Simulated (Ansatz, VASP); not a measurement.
# Cross-check of Ni9S (Ni(110)-(2x1)-S added row) between VASP and Ansatz, part 2 of 3

One calculation is typed for both programs; each brings its own data sets. How far apart do they land? Of the first pair: The structure shown is the start of the Ansatz relaxation below; VASP solves that cell, so the two are compared at the walk's first step.

VASP 6.6.1 and Ansatz 0.2.0.

So far: Starting point; Ansatz: relaxation, LDA.

### Step 3. VASP: single point, LDA, start cell, pair 1

Level of this step: LDA, spin-polarised from a ferromagnetic start; plane waves and PAW (Ni, S) (VASP).

The same cell, functional (in two slightly different forms), mesh and smearing now go to VASP, with its own data sets.

Lines of VASP's logs that name or quote its potential files are left out, and so is its time.

Input file INCAR:

```
SYSTEM = Ni9S
PREC = Accurate
ENCUT = 520
EDIFF = 1E-06
NELM = 200
ISMEAR = -1
SIGMA = 0.1
LREAL = .FALSE.
ALGO = Normal
GGA = PW92
NBANDS = 67
ISPIN = 2
MAGMOM = 0.7 0.76 0.6 0.6 0.59 0.61 0.35 0.35 0.1 0.02
LASPH = .TRUE.
LMAXMIX = 4
LORBIT = 11
LWAVE = .FALSE.
LCHARG = .FALSE.
ISIF = 2
LDIPOL = .TRUE.
IDIPOL = 3
DIPOL = 0.5 0.5 0.483
LVHAR = .TRUE.
GGA_COMPAT = .FALSE.
NELMDL = -8
KPAR = 2
```

Input file POSCAR:

```
Ni9S
1.0
    3.5200000000      0.0000000000      0.0000000000
    0.0000000000      4.9780317396      0.0000000000
    0.0000000000      0.0000000000     22.8780317396
Ni S
9 1
Direct
    0.0000000000      0.0000000000      0.3715354580
    0.0000000000      0.5000000000      0.3715354580
    0.5000000000      0.2499999870      0.4259329697
    0.5000000000      0.7500000131      0.4259329697
    0.0000000000      0.0000000000      0.4803304814
    0.0000000000      0.5000000000      0.4803304814
    0.5000000000      0.2499999870      0.5347279932
    0.5000000000      0.7500000131      0.5347279932
    0.0000000000      0.0000000000      0.5891255049
    0.5000000000      0.0000000000      0.6284645534
```

Input file KPOINTS:

```
Automatic mesh
0
Gamma
8 6 1
0 0 0
```

PAW data sets: Ni and S (LDA family, release 64).

Run with:

```sh
> mpirun -np 2 vasp_std
```

Numbers of over 12 decimals in the logs are rounded to 6 here.

The log of the run:

```text
[banner, memory and clock lines left out]
running    2 mpi-ranks, on    1 nodes
 distrk:  each k-point on    1 cores,    2 groups
 distr:  one band on    1 cores,    1 groups

 POSCAR found type information on POSCAR NiS
 POSCAR found :  2 types and      10 ions
|                                                                             |
|               ----> ADVICE to this user running VASP <----                  |
|                                                                             |
|     You enforced a specific xc type in the INCAR file but a different       |
|     [... a line on the potential file left out ...]
|     I HOPE YOU KNOW WHAT YOU ARE DOING!                                     |
|                                                                             |

 LDA part: xc-table for (Slater(with rela. corr.)+PW92), standard interpolation
 POSCAR, INCAR and KPOINTS ok, starting setup
 FFT: planning ... GRIDC
 FFT: planning ... GRID_SOFT
 FFT: planning ... GRID
 WAVECAR not read
 entering main loop
       N       E                     dE             d eps       ncg     rms          rms(c)
DAV:   1     0.696856232910E+03    0.69686E+03   -0.40185E+04  5360   0.139E+03
DAV:   2    -0.879775368210E+00   -0.69774E+03   -0.66047E+03  5393   0.324E+02
DAV:   3    -0.654198170455E+02   -0.64540E+02   -0.60310E+02  6303   0.130E+02
DAV:   4    -0.683471227936E+02   -0.29273E+01   -0.28778E+01  5898   0.263E+01
DAV:   5    -0.684306173214E+02   -0.83495E-01   -0.83442E-01  6577   0.370E+00
DAV:   6    -0.684338656454E+02   -0.32483E-02   -0.32482E-02  7088   0.693E-01
DAV:   7    -0.684339896276E+02   -0.12398E-03   -0.12398E-03  7340   0.121E-01
DAV:   8    -0.684339937522E+02   -0.41246E-05   -0.41247E-05  6904   0.180E-02    0.303E+01
DAV:   9    -0.735484243535E+02   -0.51144E+01   -0.10950E+02  6253   0.131E+02    0.381E+01
DAV:  10    -0.812127302290E+02   -0.76643E+01   -0.62626E+01  6499   0.165E+02    0.476E+01
DAV:  11    -0.645015923585E+02    0.16711E+02   -0.42042E+01  7902   0.874E+01    0.294E+01
DAV:  12    -0.640217426984E+02    0.47985E+00   -0.28034E+01  7218   0.742E+01    0.303E+01
DAV:  13    -0.612079965625E+02    0.28137E+01   -0.20924E+01  6504   0.707E+01    0.231E+01
DAV:  14    -0.613096616245E+02   -0.10167E+00   -0.15403E+01  6288   0.509E+01    0.280E+01
[...]
DAV:  41    -0.592318807062E+02   -0.45924E-04   -0.48715E-06  5398   0.228E-02    0.976E-03
DAV:  42    -0.592319035359E+02   -0.22830E-04   -0.24374E-06  4241   0.177E-02    0.840E-03
DAV:  43    -0.592319185299E+02   -0.14994E-04   -0.18669E-06  3910   0.176E-02    0.707E-03
DAV:  44    -0.592319280241E+02   -0.94942E-05   -0.95249E-07  3843   0.643E-03    0.698E-03
DAV:  45    -0.592319323610E+02   -0.43369E-05   -0.35192E-07  3745   0.683E-03    0.235E-03
DAV:  46    -0.592319379307E+02   -0.55698E-05   -0.35553E-07  3609   0.441E-03    0.283E-03
DAV:  47    -0.592319394563E+02   -0.15255E-05   -0.11713E-07  3716   0.336E-03    0.166E-03
DAV:  48    -0.592319399593E+02   -0.50309E-06   -0.38352E-08  3497   0.156E-03
   1 F= -.59231940E+02 E0= -.58933238E+02  d E =-.597405E+00  mag=     5.0589
```

From OUTCAR (step 3):

```text
ion  position               nearest neighbor table
   1  0.000  0.000  0.372-   4 2.49   4 2.49   3 2.49   3 2.49   2 2.49   2 2.49   5 2.49
   2  0.000  0.500  0.372-   1 2.49   1 2.49   3 2.49   3 2.49   4 2.49   4 2.49   6 2.49
   3  0.500  0.250  0.426-   4 2.49   1 2.49   5 2.49   1 2.49   5 2.49   2 2.49   2 2.49   6 2.49
                             6 2.49   4 2.49   7 2.49
   4  0.500  0.750  0.426-   3 2.49   1 2.49   5 2.49   1 2.49   5 2.49   2 2.49   2 2.49   6 2.49
                             6 2.49   3 2.49   8 2.49
   5  0.000  0.000  0.480-   4 2.49   4 2.49   3 2.49   3 2.49   6 2.49   6 2.49   8 2.49   8 2.49
                             7 2.49   7 2.49   1 2.49   9 2.49
   6  0.000  0.500  0.480-   5 2.49   5 2.49   3 2.49   3 2.49   4 2.49   4 2.49   7 2.49   7 2.49
                             8 2.49   8 2.49   2 2.49
   7  0.500  0.250  0.535-  10 2.48   8 2.49   9 2.49   9 2.49   5 2.49   5 2.49   6 2.49   6 2.49
                             8 2.49   3 2.49
   8  0.500  0.750  0.535-  10 2.48   7 2.49   9 2.49   9 2.49   5 2.49   5 2.49   6 2.49   6 2.49
                             7 2.49   4 2.49
   9  0.000  0.000  0.589-  10 1.98  10 1.98   8 2.49   8 2.49   7 2.49   7 2.49   5 2.49
  10  0.500  0.000  0.628-   9 1.98   9 1.98   8 2.48   7 2.48

  LATTYP: Found a simple orthorhombic cell.
 ALAT       =     3.5200000000
 B/A-ratio  =     1.4142135624
 C/A-ratio  =     6.4994408351

 Subroutine GETGRP returns: Found  4 space group operations
 (whereof  4 operations were pure point group operations)

The static configuration has the point symmetry C_2v.

 Found     20 irreducible k-points:

   k-points           NKPTS =     20   k-points in BZ     NKDIM =     20   number of bands    NBANDS=     67

   dimension x,y,z NGX =    28 NGY =   40 NGZ =  180
   dimension x,y,z NGXF=    56 NGYF=   80 NGZF=  360

   ENCUT  =  520.0 eV  38.22 Ry    6.18 a.u.   6.54  9.26 42.54*2*pi/ulx,y,z

   NELECT =      96.0000    total number of electrons

 k-points in reciprocal lattice and weights: Automatic mesh
   0.00000000  0.00000000  0.00000000       0.021
   0.12500000  0.00000000  0.00000000       0.042
   0.25000000  0.00000000  0.00000000       0.042
   0.37500000  0.00000000  0.00000000       0.042
   0.50000000  0.00000000  0.00000000       0.021
   0.00000000  0.16666667  0.00000000       0.042
   0.12500000  0.16666667  0.00000000       0.083
   0.25000000  0.16666667  0.00000000       0.083
   0.37500000  0.16666667  0.00000000       0.083
[...]
0.37500000  0.50000000  0.00000000       0.042
   0.50000000  0.50000000  0.00000000       0.021

 dipolmoment           0.000000      0.000000      0.046967 electrons x Angstroem

 average (electrostatic) potential at core
       1 -91.8766       2 -91.8991       3 -92.1938       4 -92.1938       5 -92.2766
       6 -92.1564       7 -92.0432       8 -92.0432       9 -92.6026      10 -93.7883

 E-fermi :  -1.1638

 spin component 1
 k-point     1 :       0.0000    0.0000    0.0000
  band No.  band energies     occupation
    ...
     46      -1.6821      0.99442
     47      -1.6075      0.98831
     48      -1.5608      0.98147
     49      -1.4230      0.93031
     50      -1.3965      0.91110
     51      -0.4174      0.00057
     52       0.0082      0.00001
     53       0.1823      0.00000
     54       0.4017      0.00000
     55       1.1194      0.00000
    ...

 k-point     2 :       0.1250    0.0000    0.0000
  band No.  band energies     occupation
    ...
     46      -1.6707      0.99375
     47      -1.6642      0.99333
     48      -1.6113      0.98873
     49      -1.4219      0.92963
     50      -1.2850      0.77059
     51      -0.9722      0.12826
     52       0.0501      0.00001
     53       0.2241      0.00000
     54       0.4741      0.00000
     55       1.4029      0.00000
    ...

 k-point     3 :       0.2500    0.0000    0.0000
  band No.  band energies     occupation
    ...
     47      -1.6579      0.99290
     48      -1.6180      0.98945
     49      -1.5756      0.98399
     50      -1.5107      0.96979
     51      -1.2015      0.59305
     52       0.0421      0.00001
     53       0.2311      0.00000
     54       0.3063      0.00000
     55       0.5643      0.00000
     56       2.0086      0.00000
    ...

 k-point     4 :       0.3750    0.0000    0.0000
  band No.  band energies     occupation
    ...
     47      -1.6863      0.99465
     48      -1.6661      0.99346
     49      -1.6294      0.99058
     50      -1.5784      0.98441
     51      -1.1758      0.53001
     52      -1.1215      0.39562
     53      -0.0696      0.00002
     54       0.2898      0.00000
     55       0.3926      0.00000
     56       1.1723      0.00000
    ...

 k-point     5 :       0.5000    0.0000    0.0000
  band No.  band energies     occupation
    ...
     47      -1.6668      0.99350
     48      -1.6640      0.99332
     49      -1.6526      0.99252
     50      -1.5622      0.98173
     51      -1.2661      0.73548
     52      -1.1551      0.47823
     53      -0.9748      0.13118
     54       0.1694      0.00000
     55       0.4664      0.00000
     56       0.9619      0.00000
    ...

 k-point     6 :       0.0000    0.1667    0.0000
  band No.  band energies     occupation
    ...
     46      -1.7153      0.99599
     47      -1.6522      0.99249
     48      -1.5979      0.98714
     49      -1.5368      0.97656
     50      -1.3954      0.91013
     51      -1.0604      0.26234
     52      -0.3570      0.00031
     53      -0.3218      0.00022
     54       0.5142      0.00000
     55       1.9320      0.00000
    ...

  Total       -8.5418583    -14.4157829    -11.0164281      0.0000000      0.0000000      0.0000000
  in kB      -34.1384630    -57.6142392    -44.0283494      0.0000000      0.0000000      0.0000000
  external PRESSURE =     -45.2603505 kB  Pullay stress =       0.0000000 kB

  energy-cutoff  :      520.00
  volume of cell :      400.88
      direct lattice vectors                 reciprocal lattice vectors
     3.520000000  0.000000000  0.000000000     0.284090909  0.000000000  0.000000000
     0.000000000  4.978031740  0.000000000     0.000000000  0.200882608  0.000000000
     0.000000000  0.000000000 22.878031740     0.000000000  0.000000000  0.043710054

 POSITION                                       TOTAL-FORCE (eV/Angst)
 -----------------------------------------------------------------------------------
      0.00000      0.00000      8.50000         0.000000      0.000000      1.318268
      0.00000      2.48902      8.50000         0.000000      0.000000      1.316229
      1.76000      1.24451      9.74451         0.000000      0.035760     -0.209926
      1.76000      3.73352      9.74451         0.000000     -0.035760     -0.209926
      0.00000      0.00000     10.98902         0.000000      0.000000     -0.310195
      0.00000      2.48902     10.98902         0.000000      0.000000     -0.073087
      1.76000      1.24451     12.23352         0.000000     -0.114049      0.063808
      1.76000      3.73352     12.23352         0.000000      0.114049      0.063808
      0.00000      0.00000     13.47803         0.000000      0.000000     -1.681372
      1.76000      0.00000     14.37803         0.000000      0.000000     -0.277607
 -----------------------------------------------------------------------------------
    total drift:                                0.000000      0.000000     -0.000165

  FREE ENERGIE OF THE ION-ELECTRON SYSTEM (eV)
  ---------------------------------------------------
  free  energy   TOTEN  =       -59.2319399593 eV

  energy  without entropy=      -58.6345354512  energy(sigma->0) =      -58.93323771

 vacuum level on the upper side and lower side of the slab         4.226         3.741

 total charge
# of ion       s       p       d       tot
------------------------------------------
    1        0.461   0.290   8.334   9.085
    2        0.464   0.289   8.329   9.082
    3        0.491   0.462   8.312   9.266
    4        0.491   0.462   8.312   9.266
    5        0.494   0.493   8.318   9.305
    6        0.496   0.455   8.317   9.268
    7        0.461   0.416   8.349   9.225
    8        0.461   0.416   8.349   9.225
    9        0.563   0.641   8.482   9.686
   10        1.355   2.326   0.000   3.680
--------------------------------------------------
tot          5.738   6.249  75.101  87.088

 magnetization (x)
# of ion       s       p       d       tot
------------------------------------------
    1        0.001  -0.009   0.741   0.732
    2        0.004  -0.007   0.753   0.750
    3       -0.006  -0.017   0.625   0.602
    4       -0.006  -0.017   0.625   0.602
    5       -0.005  -0.016   0.658   0.637
    6       -0.001  -0.015   0.623   0.606
    7       -0.004  -0.010   0.498   0.484
    8       -0.004  -0.010   0.498   0.484
    9        0.001  -0.008   0.122   0.116
   10        0.001   0.039   0.000   0.040
--------------------------------------------------
tot         -0.018  -0.071   5.142   5.053

[... 6 further parts left out ...]
```

### Step 4. Comparison

Known differences besides the potentials themselves: VASP starts from the moments at which Ansatz ended; the data sets hold 168 valence electrons in Ansatz (on its default PAW (the set named soft_2) files) and 96 in VASP; the cutoff is 420 eV in Ansatz and 520 eV in VASP; VASP's log shows a relativistic correction to its local exchange, Ansatz's none. Total energies have different zeros and are not compared.

Forces (eV/Å; atoms numbered as in POSCAR):

| atom | Ansatz x, y, z | VASP x, y, z |
| --- | --- | --- |
| Ni1 | 0.000, 0.000, 1.333 | 0.000, 0.000, 1.318 |
| Ni2 | 0.000, 0.000, 1.329 | 0.000, 0.000, 1.316 |
| Ni3 | 0.000, 0.039, -0.223 | 0.000, 0.036, -0.210 |
| Ni4 | 0.000, -0.039, -0.223 | 0.000, -0.036, -0.210 |
| Ni5 | 0.000, 0.000, -0.302 | 0.000, 0.000, -0.310 |
| Ni6 | 0.000, 0.000, -0.060 | 0.000, 0.000, -0.073 |
| Ni7 | 0.000, -0.106, 0.043 | 0.000, -0.114, 0.064 |
| Ni8 | 0.000, 0.106, 0.043 | 0.000, 0.114, 0.064 |
| Ni9 | 0.000, 0.000, -1.670 | 0.000, 0.000, -1.681 |
| S10 | 0.000, 0.000, -0.272 | 0.000, 0.000, -0.278 |

The forces differ by 8.5 meV/Å r.m.s., which is 1.8 % of the r.m.s. force of 0.469 eV/Å (both taken over all components). Moments aren't recorded for both runs of this pair, so they may hold unlike magnetic states. With vacuum in the cell, a pressure given here is an average over mostly empty space and none of the material.

### Step 5. Ansatz: relaxation, LDA

This run makes the geometry at which the two programs are then compared.

The structure compared here is the end of the Ansatz relaxation.

Input file input.yaml:

```yaml
crystal:
  lattice:
    - [3.52, 0.0, 0.0]
    - [0.0, 4.9780317396, 0.0]
    - [0.0, 0.0, 22.8780317396]
  atoms:
    - { symbol: Ni, position: [0.0, 0.0, 0.371535458], spin: 0.7 }
    - { symbol: Ni, position: [0.0, 0.5, 0.371535458], spin: 0.7 }
    - { symbol: Ni, position: [0.5, 0.25, 0.4259329669], spin: 0.7 }
    - { symbol: Ni, position: [0.5, 0.75, 0.4259329669], spin: 0.7 }
    - { symbol: Ni, position: [0.0, 0.0, 0.4803304758], spin: 0.7 }
    - { symbol: Ni, position: [0.0, 0.5, 0.4803304758], spin: 0.7 }
    - { symbol: Ni, position: [0.5, 0.25, 0.5347279846], spin: 0.7 }
    - { symbol: Ni, position: [0.5, 0.75, 0.5347279846], spin: 0.7 }
    - { symbol: Ni, position: [0.0, 0.0, 0.5891254935], spin: 0.7 }
    - { symbol: S, position: [0.5, 0.0, 0.628464542] }
magnetization:
  spin_polarized: true
kpoints:
  mp_grid: { grid: [8, 6, 1] }
hamiltonian:
  xc: lda
scf:
  occupations: { method: fermi_dirac, width: 0.1 }
  convergence: { dr2_threshold: 1.0e-08 }
efield:
  axis: 3
  dipole_correction: true
  ramp_position: 0.97
  ramp_width: 0.06
relax:
  f_tol: 0.015
  max_steps: 90
  constraints: [{ sites: [0, 1, 2, 3] }]
output:
  write_potential: true
  write_density: true
  volumetric_format: npy
```

Run with:

```sh
> ansatz run input.yaml --threads 4 --pin off --max-ram 6144MiB --backend cpu --events-out ev --progress --plain --runs-dir out
```

The log of the run:

```text
[...]
Crystal: 10 atoms, lattice volume = 400.884 Å³
Basis set: ecut = 420 eV, 7839 PW (Γ)
Bands: 105, of which v1, the nominal top of the filled ones, is band 84 counted from 1 (83 counted from 0)
Symmetry: 4 space group operations
k-points: 20 of 48
[...]
- { symbol: Ni, position: [0.5, 0.750000, 0.4259329669] }
    - { symbol: Ni, position: [0.0, 0.0, 0.471593] }
    - { symbol: Ni, position: [0.0, 0.5, 0.477440] }
    - { symbol: Ni, position: [0.5, 0.258795, 0.529789] }
    - { symbol: Ni, position: [0.5, 0.741205, 0.529789] }
    - { symbol: Ni, position: [0.0, 0.0, 0.570524] }
    - { symbol: S, position: [0.5, 0.0, 0.611909] }
[key lines of the parts left out:]
SCF converged after 13 iterations
Magnetization: 4.5604 μB (86.2802 up, 81.7198 down)
Free energy (F): -52825.683731 eV
Fermi energy:    1.085244 eV
Dipole field:    D = -0.017854 V/Å  (p = -0.039555 e·Å, saw-weighted, corrected)
Work function:   Φ+ = 5.2355 eV   Φ− = 4.8270 eV
```

(Part 2 of 3 ends here.)

[Lines on the potential files, build, host, timing and source positions are cut from VASP's logs without a mark.]

[Logs are printed without paths, hosts, clocks, repeated set-up lines and the standing remarks that a program may print on its own settings, such as how far it seeks lower states.]

[Hosts, paths, dates, database ids (printed as entryN), source tags and the programs' standing remarks are cut or masked in the printed files.]
